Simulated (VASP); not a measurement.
Level of theory: PBEsol GGA, VASP's PBE PAW potentials (set 64) (plane waves; VASP).

VASP ran on this input.

**POSCAR**
```
Na(211) slab
1
    3.6074895270     0.0000000000     0.0000000000
    0.0000000000     5.8910062999     0.0000000000
    0.0000000000     0.0000000000    24.8710227657
Na
6
Direct
  0.6197135063   0.7500000000   0.3385848938
  0.0580607132   0.2500000000   0.3955285526
  0.3137112317   0.7500000000   0.4700734947
  0.6862887683   0.2500000000   0.5299265053
  0.9419392868   0.7500000000   0.6044714474
  0.3802864937   0.2500000000   0.6614151062
```

### INCAR
```
ALGO = Normal
DIPOL = 0.5 0.5 0.5
EDIFF = 1E-6
ENCUT = 400
GGA = PS
IDIPOL = 3
ISMEAR = 1
LASPH = T
LCHARG = F
LDIPOL = T
LORBIT = 11
LREAL = F
LVHAR = T
LWAVE = F
NELM = 100
NELMIN = 4
PREC = Normal
SIGMA = 0.1
SYSTEM = Na(211) slab
```

### KPOINTS
```
Automatic mesh
0
Gamma
8 5 1
0 0 0
```

POTCAR, in this order: Na_pv (PBE.64 set). Program: vasp_std. Read from the step before: WAVECAR.

Problem. Predict the energy per atom (σ→0), band gap (on the k-mesh).

Solution. 
```yaml
energy per atom (σ→0): -1.286 eV/atom
band gap (on the k-mesh): none (metal, semimetal or under 0.01 eV)
```

File OSZICAR:
```
       N       E                     dE             d eps       ncg     rms          rms(c)
DAV:   1    -0.771535508900E+01   -0.77154E+01   -0.64589E-06   748   0.244E-02    0.163E-03
DAV:   2    -0.771535491110E+01    0.17790E-06   -0.10593E-06   506   0.102E-02    0.731E-04
DAV:   3    -0.771535490515E+01    0.59526E-08   -0.16864E-07   392   0.385E-03    0.377E-04
DAV:   4    -0.771535491100E+01   -0.58499E-08   -0.47156E-08   379   0.220E-03
   1 F= -.77153549E+01 E0= -.77150567E+01  d E =-.894584E-03
```

The cell is a thin slab with vacuum, built from Na (bcc): (211) face.
